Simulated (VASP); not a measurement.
Level of theory: PBE GGA, VASP's PBE PAW potentials (set 64) (plane waves; VASP 6.6.1).

Input for VASP

### KPOINTS
```
K-points
0
gamma
11 11 11
```

**INCAR**
```
ALGO = Normal
EDIFF = 1E-6
ENCUT = 800
GGA = PE
ISIF = 2
ISMEAR = 1
LASPH = T
LCHARG = F
LMAXMIX = 4
LREAL = F
LWAVE = F
NELM = 100
PREC = Accurate
SIGMA = 0.1
SYSTEM = RuAl
```

**POSCAR**
```
RuAl
1.0
  3.0298780000   0.0000000000   0.0000000000
  0.0000000000   2.9250070000   0.0000000000
  0.0000000000   0.0000000000   2.9161720000
Al Ru
1 1
direct
  0.5000000000   0.5000000000   0.5000000000
  0.0314700000   0.0000000000   0.0000000000
```

POTCAR, in this order: Al Ru_pv (PBE.64 set). Program: vasp_std.

The run wrote:

### OUTCAR
```
 ion  position               nearest neighbor table
   1  0.500  0.500  0.500-   2 2.51   2 2.51   2 2.51   2 2.51   2 2.62   2 2.62   2 2.62   2 2.62
  LATTYP: Found a simple orthorhombic cell.
 ALAT       =     2.9161720000
 B/A-ratio  =     1.0030296567
 C/A-ratio  =     1.0389915272
 Subroutine PRICEL returns:
 Original cell was already a primitive cell.
 Subroutine GETGRP returns: Found  4 space group operations
The static configuration has the point symmetry C_2v.
The dynamic configuration has the point symmetry C_2v.
 Subroutine INISYM returns: Found  4 space group operations
 Subroutine IBZKPT returns following result:
 Found    216 irreducible k-points:

 Following reciprocal coordinates:
            Coordinates               Weight
  0.000000  0.000000  0.000000      1.000000
  0.090909  0.000000  0.000000      2.000000
  0.181818  0.000000  0.000000      2.000000
  0.272727  0.000000  0.000000      2.000000
  0.363636  0.000000  0.000000      2.000000
  0.454545  0.000000  0.000000      2.000000
  0.000000  0.090909  0.000000      2.000000
  0.090909  0.090909  0.000000      4.000000
...
```

**OSZICAR**
```
       N       E                     dE             d eps       ncg     rms          rms(c)
DAV:   1     0.145081783009E+03    0.14508E+03   -0.11720E+04  5192   0.188E+03
DAV:   2    -0.115111370654E+02   -0.15659E+03   -0.15065E+03  5404   0.416E+02
DAV:   3    -0.148009812937E+02   -0.32898E+01   -0.31992E+01  6324   0.579E+01
DAV:   4    -0.148343423841E+02   -0.33361E-01   -0.33324E-01  5848   0.597E+00
DAV:   5    -0.148351437919E+02   -0.80141E-03   -0.80136E-03  6692   0.826E-01    0.133E+01
DAV:   6    -0.142335506264E+02    0.60159E+00   -0.35313E+00  5436   0.217E+01    0.252E+00
DAV:   7    -0.141705408715E+02    0.63010E-01   -0.24270E-01  5488   0.599E+00    0.227E+00
DAV:   8    -0.141551224911E+02    0.15418E-01   -0.16353E-02  5784   0.123E+00    0.220E-01
DAV:   9    -0.141549852780E+02    0.13721E-03   -0.36493E-04  6152   0.212E-01    0.129E-01
DAV:  10    -0.141549780350E+02    0.72431E-05   -0.59886E-05  5896   0.859E-02    0.291E-02
DAV:  11    -0.141549768327E+02    0.12023E-05   -0.76510E-06  5928   0.370E-02    0.588E-03
DAV:  12    -0.141549768215E+02    0.11143E-07   -0.33646E-07  2872   0.760E-03
   1 F= -.14154977E+02 E0= -.14154741E+02  d E =-.706028E-03
```

File OUTCAR:
```
------------------------ aborting loop because EDIFF is reached ----------------------------------------
  FORCE on cell =-STRESS in cart. coord.  units (eV):
  Direction    XX          YY          ZZ          XY          YZ          ZX
  --------------------------------------------------------------------------------------
  Total        1.1172212      2.2468130      2.3370746      0.0000000      0.0000000      0.0000000
  in kB       69.2603290    139.2875573    144.8831832      0.0000000      0.0000000      0.0000000
  external PRESSURE =     117.8103565 kB  Pullay stress =       0.0000000 kB
  volume of cell :       25.84
      direct lattice vectors                 reciprocal lattice vectors
     3.029878000  0.000000000  0.000000000     0.330046292  0.000000000  0.000000000
     0.000000000  2.925007000  0.000000000     0.000000000  0.341879524  0.000000000
     0.000000000  0.000000000  2.916172000     0.000000000  0.000000000  0.342915301
 POSITION                                       TOTAL-FORCE (eV/Angst)
 -----------------------------------------------------------------------------------
      1.51494      1.46250      1.45809         0.890288      0.000000      0.000000
      0.09535      0.00000      0.00000        -0.890288      0.000000      0.000000
 -----------------------------------------------------------------------------------
    total drift:                                0.000189     -0.000000     -0.000001
  FREE ENERGIE OF THE ION-ELECTRON SYSTEM (eV)
  ---------------------------------------------------
  free  energy   TOTEN  =       -14.1549768215 eV

  energy  without entropy=      -14.1542707938  energy(sigma->0) =      -14.15474148
```
(Selected blocks of OUTCAR.)

The compound is RuAl in the CsCl type structure. The cell was not relaxed at this level, atoms are displaced from their ideal sites. The run is one of a series of settings (ENCUT = 800 against the base run), some of them coarse on purpose. The electron count is odd and the run is not spin-polarised, which forces a metal.
